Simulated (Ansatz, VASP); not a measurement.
**Pb (Lead): VASP beside Ansatz**

Wanted: the spread between two codes on one cell, functional and k mesh. The cell is taken from a series of VASP runs on this material, whose earlier steps may have relaxed, scaled or displaced it; both programs get it as it stands.

Main program and level: Ansatz 0.2.0; plane waves, with VASP 6.6.1 beside it; single point at PBE.

## Step 1: The structure

It takes space group Fm-3m (No. 225, cubic). The conventional cell has a = 5.054 Å, b = 5.054 Å, c = 5.054 Å, α = 90.00°, β = 90.00°, γ = 90.00°. Pb has 12 Pb at 3.57 Å nearest.

## Step 2: Ansatz: single point, PBE

Ansatz runs on its default PAW (the set named soft_2) files.

A single point gives forces, pressure and levels at one fixed geometry, so differences don't come from the geometry; what else differs is listed under the comparison.

input.yaml reads:

```yaml
crystal:
  lattice:
    - [0.0, 2.5268249793, 2.5268249793]
    - [2.5268249793, 0.0, 2.5268249793]
    - [2.5268249793, 2.5268249793, 0.0]
  atoms:
    - { symbol: Pb, position: [0.0, 0.0, 0.0] }
hamiltonian:
  xc: pbe
  pseudopotentials: { kind: paw }
kpoints:
  mp_grid: { grid: [10, 10, 10] }
scf:
  occupations: { method: tetrahedron }
output:
  forces: true
  stress: true
  write_density: true
  write_potential: true
  elf: true
  volumetric_format: npy
```

The run is started by

```
$ ansatz run input.yaml --threads 2 --pin off --max-ram 4608MiB --backend cpu --events-out ev --progress --plain --runs-dir out
```

Numbers of over 12 decimals in the logs are rounded to 6 here.

Output:

```text
Warning: output.forces, output.stress, relax.cell or npt_langevin: where a Kohn–Sham band that disperses or a degenerate level is filled in part under the method tetrahedron, the forces or the stress that this run publishes need not agree with its energy (scf.occupations.method in the input reference, under Limitations); prefer a smearing scheme for the forces or the stress
Engine: ansatz 0.2.0, aarch64-unknown-linux-gnu
Pseudopotentials: kind: paw
Pseudopotential: Pb, paw, valence charge 14, recommended cutoff 420 eV (normal), Pb.paw.azcp
Functional definition: PBE
  parameter kappa = 0.804
  parameter beta = 0.066725
  exchange = pbe_x(kappa = kappa, mu = beta*pi^2/3)
  correlation = pbe_c(beta = beta)
Crystal: 1 atoms, lattice volume = 32.267 Å³
Basis set: ecut = 420 eV, 609 PW (Γ), exchange–correlation on 48×48×48 points (8 copies of the dense FFT grid, shifted against one another)
Bands: 11, of which v1, the nominal top of the filled ones, is band 7 counted from 1 (6 counted from 0)
Symmetry: 48 space group operations
Space group: Fm-3m (ITA 225), of the structure as read, at distance tolerance 3.2e-5 Å
k-points: 47 of 1000
Non-local potential: Pb, projectors of the file, l = 0: 2, l = 1: 2, l = 2: 2, l = 3: 2
PAW form: soft (Blöchl's): semilocal exchange-correlation on the pseudo side does not see the compensation charge
PAW one-centre angular grid: Pb, 590 points (default); XC on 64 Gauss nodes
Initial density: superposition of atomic densities (neutral atoms: chi_scale 0, normalization atom), corrected by the library's trained network
Initial wavefunctions: pseudopotential atomic-orbital guess
Functional: x = pbe(κ = 0.804, μ = 0.219515), c = pbe(β = 0.066725)
SCF iter   1: F=—  HF=-11906.415891 eV  |F-HF|=—  |Δ(HF+E_count)|=         —  Δρ=6.66e-4  dr2=9.03e-5  ethr=1.77e-3  ⟨swp⟩=6.0  Hψ=3381  notcnv=0
preconditioner: auto → none  [metal: no gap  n_scr=8 (ndim 8)  ℏωp=24.5 eV  f_vac=0.000  sad-step TF]
SCF iter   2: F=—  HF=-11906.415489 eV  |F-HF|=—  |Δ(HF+E_count)|=   4.02e-4  Δρ=4.77e-4  dr2=3.08e-5  ethr=6.45e-7  ⟨swp⟩=3.2  Hψ=1575  notcnv=0  defer=6
SCF iter   3: F=—  HF=-11906.415513 eV  |F-HF|=—  |Δ(HF+E_count)|=   2.33e-5  Δρ=1.21e-4  dr2=5.76e-6  ethr=2.20e-7  ⟨swp⟩=3.1  Hψ=1029  notcnv=0  defer=6
SCF iter   4: F=—  HF=-11906.415514 eV  |F-HF|=—  |Δ(HF+E_count)|=   1.29e-6  Δρ=4.01e-5  dr2=7.30e-7  ethr=4.12e-8  ⟨swp⟩=3.3  Hψ=1032  notcnv=0  defer=6
SCF iter   5: F=-11906.415515 eV  HF=-11906.415515 eV  |F-HF|=1.62e-10  |Δ(HF+E_count)|=   5.31e-7  Δρ=3.70e-6  dr2=2.33e-9  ethr=7.14e-10  ⟨swp⟩=6.1  Hψ=3336  notcnv=0
SCF 1 converged in 5 iterations: F = -11906.415515 eV  dr2 = 2.33e-9
  greatest PAW one-centre occupation: 0.978 electrons in one spin orbital (limit 2), on the Pb atom at site 0 (counted from 0), in its partial waves of l = 2
SCF converged after 5 iterations
Stability not checked: this state was not tested for a lower state beside it, because cold or Methfessel-Paxton smearing, or corrected tetrahedra, fill the levels in a way that the test cannot read (fill_not_monotonic; see scf.lower_state_search)
Free energy (F): -11906.415515 eV
Harris-Foulkes:  -11906.415515 eV  (|F-HF|=1.62e-10)
Internal energy: -11906.415515 eV  (E = F + TS)
E sigma→0 (E₀):  -11906.415515 eV
Fermi energy:    10.133438 eV
--- Per-component energies (eV) ---
  E_band       = -48.567031
  E_kinetic    = 288.227366
  E_local      = -1056.226689  (includes V_loc(G=0)·N_el)
  E_nonlocal   = 349.489440
  E_hartree    = 418.231616
  E_xc         = -220.545636
  E_vxc        = -132.159470  (∫ρ·V_xc dr)
  E_paw        = -10405.329253  (= ΣΔE_a)
  E_vpaw       = -334.362462  (= ΣTr[D̂ρ^β])
  E_aug_tail   = 0.000050  (compensation charges beyond the density's cutoff)
  E_ewald      = -1280.262408
  E_smearing   = -0.000000  (= −TS)
  E_closure    = 0.000000  (closes the sum)
  Σ components = -11906.415515   (vs F -11906.415515, Δ=0.00e0)
--- Forces (eV/Å), atoms counted from 1 ---
  atom   1  Pb    -0.00000000     0.00000000     0.00000000
  max |Σ_I F_I| component: 2.79e-31 eV/Å
--- Stress (GPa, compression-positive) ---
       -0.190312       0.000000       0.000000
       -0.000000      -0.190312       0.000000
       -0.000000       0.000000      -0.190312
  P = ⅓ Tr σ = -0.1903 GPa (-1.903 kbar)
--- Band table (eV; the first three rows and the last of 47) ---
  k-point 0: bands = [... 3 lower, -6.8509, -6.8509, -1.2700, 17.0088, 17.0088, 17.0088, 19.7767, 20.6345]
  k-point 1: bands = [... 3 lower, -6.8511, -6.8511, -1.0897, 15.0978, 16.7924, 16.7924, 19.3374, 21.5843]
  k-point 2: bands = [... 3 lower, -6.8385, -6.8385, -0.5519, 12.1495, 16.3078, 16.3078, 18.9031, 21.9349]
  k-point 46: bands = [... 3 lower, -6.8020, -6.7097, 3.3635, 8.2014, 9.5305, 10.4932, 19.4738, 20.4028]
```

The job ended after 1.2 s (2 threads of Arm Neoverse N1, shared host; peak memory 0.27 GiB; 1.8 s of CPU time).

In the SCF lines HF is the Harris–Foulkes energy and dr2 the Hartree energy of the density residual, in eV; the loop may stop once dr2 is under the threshold and the program's other checks hold. Hψ counts applications of the Hamiltonian.

The run ends at a pressure of -0.19 GPa.

## Step 3: VASP: single point, PBE

The same cell, functional, mesh and smearing now go to VASP, with its own data sets and cutoff.

Lines of VASP's logs that name or quote its potential files are left out, and so is its time.

INCAR reads:

```
SYSTEM = Pb
PREC = Accurate
ENCUT = 400
EDIFF = 1E-06
NELM = 100
ISMEAR = -5
SIGMA = 0.2
LREAL = .FALSE.
ALGO = Normal
GGA = PE
NBANDS = 18
LORBIT = 11
LWAVE = .FALSE.
LCHARG = .FALSE.
KPAR = 2
NEDOS = 2001
```

POSCAR reads:

```
Pb
1.0
    0.0000000000      2.5268249793      2.5268249793
    2.5268249793      0.0000000000      2.5268249793
    2.5268249793      2.5268249793      0.0000000000
Pb
1
Direct
    0.0000000000      0.0000000000      0.0000000000
```

KPOINTS reads:

```
Automatic mesh
0
Gamma
10 10 10
0 0 0
```

Potentials, in the order of the species: Pb_d (PBE family, release 64).

The run is started by

```
$ mpirun -np 2 vasp_std
```

Output:

```text
[banner, memory and clock lines left out]
running    2 mpi-ranks, on    1 nodes
 distrk:  each k-point on    1 cores,    2 groups
 distr:  one band on    1 cores,    1 groups

 POSCAR found type information on POSCAR Pb
 POSCAR found :  1 types and       1 ions
 LDA part: xc-table for (Slater+PW92), standard interpolation
 POSCAR, INCAR and KPOINTS ok, starting setup
 FFT: planning ... GRIDC
 FFT: planning ... GRID_SOFT
 FFT: planning ... GRID
 WAVECAR not read
 entering main loop
       N       E                     dE             d eps       ncg     rms          rms(c)
DAV:   1     0.109953033021E+03    0.10995E+03   -0.55196E+03  1728   0.743E+02
DAV:   2     0.295941412193E+01   -0.10699E+03   -0.10058E+03  1836   0.237E+02
DAV:   3    -0.343798936405E+01   -0.63974E+01   -0.63627E+01  2128   0.611E+01
DAV:   4    -0.356967699413E+01   -0.13169E+00   -0.13167E+00  2168   0.867E+00
DAV:   5    -0.357442441305E+01   -0.47474E-02   -0.47502E-02  2324   0.167E+00    0.471E-01
DAV:   6    -0.356664002387E+01    0.77844E-02   -0.93630E-03  2178   0.134E+00    0.242E-01
DAV:   7    -0.356497248380E+01    0.16675E-02   -0.41507E-03  2286   0.809E-01    0.891E-02
DAV:   8    -0.356499408713E+01   -0.21603E-04   -0.37882E-04  2344   0.224E-01    0.971E-03
DAV:   9    -0.356499362252E+01    0.46461E-06   -0.67694E-06  2370   0.318E-02
   1 F= -.35649936E+01 E0= -.35649936E+01  d E =0.000000E+00
|                                                                             |
|           W    W    AA    RRRRR   N    N  II  N    N   GGGG   !!!           |
|           W    W   A  A   R    R  NN   N  II  NN   N  G    G  !!!           |
|           W    W  A    A  R    R  N N  N  II  N N  N  G       !!!           |
|           W WW W  AAAAAA  RRRRR   N  N N  II  N  N N  G  GGG   !            |
|           WW  WW  A    A  R   R   N   NN  II  N   NN  G    G                |
|           W    W  A    A  R    R  N    N  II  N    N   GGGG   !!!           |
|                                                                             |
|     Tetrahedron method does not include variations of the Fermi             |
|     occupations, so forces and stress will be inaccurate. We suggest        |
|     using a different smearing scheme ISMEAR = 1 or 2 for metals in         |
|     relaxations.                                                            |
|                                                                             |
```

From OUTCAR (step 3):

```text
ion  position               nearest neighbor table
   1  0.000  0.000  0.000-

  LATTYP: Found a face centered cubic cell.
 ALAT       =     5.0536499586

 Subroutine GETGRP returns: Found 48 space group operations
 (whereof 48 operations were pure point group operations)

The static configuration has the point symmetry O_h .

 Found     47 irreducible k-points:

   k-points           NKPTS =     47   k-points in BZ     NKDIM =     47   number of bands    NBANDS=     18

   dimension x,y,z NGX =    24 NGY =   24 NGZ =   24
   dimension x,y,z NGXF=    48 NGYF=   48 NGZF=   48

   ENCUT  =  400.0 eV  29.40 Ry    5.42 a.u.   5.83  5.83  5.83*2*pi/ulx,y,z

   NELECT =      14.0000    total number of electrons

 k-points in reciprocal lattice and weights: Automatic mesh
   0.00000000  0.00000000  0.00000000       0.001
   0.10000000  0.00000000  0.00000000       0.008
   0.20000000  0.00000000  0.00000000       0.008
   0.30000000  0.00000000  0.00000000       0.008
   0.40000000  0.00000000  0.00000000       0.008
   0.50000000  0.00000000  0.00000000       0.004
   0.10000000  0.10000000  0.00000000       0.006
   0.20000000  0.10000000  0.00000000       0.024
   0.30000000  0.10000000  0.00000000       0.024
[...]
-0.30000000  0.40000000  0.20000000       0.024
  -0.30000000  0.50000000  0.20000000       0.012

 average (electrostatic) potential at core
       1 -90.9051

 E-fermi :   6.6689

 k-point     1 :       0.0000    0.0000    0.0000
  band No.  band energies     occupation
    ...
      2     -10.4247      2.00000
      3     -10.4247      2.00000
      4     -10.3094      2.00000
      5     -10.3094      2.00000
      6      -4.7417      2.00000
      7      13.5422      0.00000
      8      13.5422      0.00000
      9      13.5422      0.00000
     10      16.3241      0.00000
     11      17.1619      0.00000
    ...

 k-point     2 :       0.1000    0.0000    0.0000
  band No.  band energies     occupation
    ...
      2     -10.4134      2.00000
      3     -10.4134      2.00000
      4     -10.3097      2.00000
      5     -10.3097      2.00000
      6      -4.5616      2.00000
      7      11.6307      0.00000
      8      13.3262      0.00000
      9      13.3262      0.00000
     10      15.8804      0.00000
     11      18.1178      0.00000
    ...

 k-point     3 :       0.2000    0.0000    0.0000
  band No.  band energies     occupation
    ...
      2     -10.3962      2.00000
      3     -10.3962      2.00000
      4     -10.2971      2.00000
      5     -10.2971      2.00000
      6      -4.0243      2.00000
      7       8.6827     -0.07910
      8      12.8421      0.00000
      9      12.8421      0.00000
     10      15.4423      0.00000
     11      18.4835      0.00000
    ...

  Total       -0.0535793     -0.0535793     -0.0535793      0.0000000     -0.0000000     -0.0000000
  in kB       -2.6604320     -2.6604320     -2.6604320      0.0000000     -0.0000000     -0.0000000
  external PRESSURE =      -2.6604320 kB  Pullay stress =       0.0000000 kB

  energy-cutoff  :      400.00
  volume of cell :       32.27
      direct lattice vectors                 reciprocal lattice vectors
     0.000000000  2.526824979  2.526824979    -0.197876784  0.197876784  0.197876784
     2.526824979  0.000000000  2.526824979     0.197876784 -0.197876784  0.197876784
     2.526824979  2.526824979  0.000000000     0.197876784  0.197876784 -0.197876784

 POSITION                                       TOTAL-FORCE (eV/Angst)
 -----------------------------------------------------------------------------------
      0.00000      0.00000      0.00000         0.000000      0.000000      0.000000
 -----------------------------------------------------------------------------------
    total drift:                                0.000000      0.000000     -0.000000

  FREE ENERGIE OF THE ION-ELECTRON SYSTEM (eV)
  ---------------------------------------------------
  free  energy   TOTEN  =        -3.5649936225 eV

  energy  without entropy=       -3.5649936225  energy(sigma->0) =       -3.56499362

 total charge
# of ion       s       p       d       tot
------------------------------------------
    1        1.406   0.717   9.806  11.929

[... 3 further parts left out ...]
```

The run ends at a pressure of -0.27 GPa.

## Step 4: Comparison

Known differences besides the potentials themselves: the cutoff is 420 eV in Ansatz and 400 eV in VASP; VASP leaves aspherical gradient terms in its spheres out (LASPH is not set), Ansatz keeps them. Total energies have different zeros and are not compared.

The two programs side by side:

| quantity | Ansatz | VASP | difference |
| --- | --- | --- | --- |
| pressure (GPa) | -0.19 | -0.27 | +0.08 |

Ansatz's pressure holds a Pulay correction of 0.02 GPa; VASP's holds none.

## Step 5: Other set-ups

Further runs change the set-up of one program: Ansatz's method, potentials or start, or VASP's data sets, cutoff or form of LDA. The table gives Ansatz less VASP for each quantity, since a change that brings one quantity closer may part another.

```csv
run,pressure (GPa)
as above,0.076
Ansatz's all-electron LAPW method,0.082
```

## Step 6: What came out

| Quantity | Value |
| --- | --- |
| difference in pressure (single point, PBE) | 0.076 GPa |

The difference in pressure is 0.076 GPa (single point, PBE), within the 1 GPa picked in this series as the mark of a large difference. For single point, PBE, no further run moves any of the tabulated differences by more than a quarter of its size. 1 further run of this series is not shown here. How closely two codes agree says nothing of how well the functional describes the real material.

[Lines on the potential files, build, host, timing and source positions are cut from VASP's logs without a mark.]

[Logs are printed without paths, hosts, clocks, repeated set-up lines and the standing remarks that a program may print on its own settings, such as how far it seeks lower states.]

[Hosts, paths, dates, database ids (printed as entryN), source tags and the programs' standing remarks are cut or masked in the printed files.]
